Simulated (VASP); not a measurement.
Base run

VASP input. INCAR
```
ISMEAR = -1
SIGMA = 0.02
ISIF = 2
LHFCALC = .TRUE.
GGA = PE
HFSCREEN = 0.20787
NBANDS = 10
LASPH = .TRUE.
LMAXMIX = 4
NELM = 60
LREAL = .FALSE.
EDIFF = 1E-8
ALGO = Normal
PREC = Accurate
ENCUT = 312.4
ISTART = 1
ICHARG = 0
NELMIN = 4
```

KPOINTS
```
mesh
0
Gamma
4 4 4
0 0 0
```

POSCAR
```
Al
1.0
     0.000000    2.020000    2.020000
     2.020000    0.000000    2.020000
     2.020000    2.020000    0.000000
Al
1
Direct
  0.000000 0.000000 0.000000
```

Potentials (PBE.64), in the order of POSCAR: Al

The WAVECAR comes from an earlier, cheaper step on the same cell.

VASP prints the stress at a fixed plane-wave basis, so it holds the Pulay stress of this cutoff.

It gives a pressure of -0.18 GPa.

What changes with HFRCUT = -1?

The pressure goes up by 0.06 GPa, and the free energy changes by +6.34 meV/atom.

The k-mesh is coarse, so these values belong to this mesh and can lie far from the converged ones. Potentials made with PBE were used with another functional.
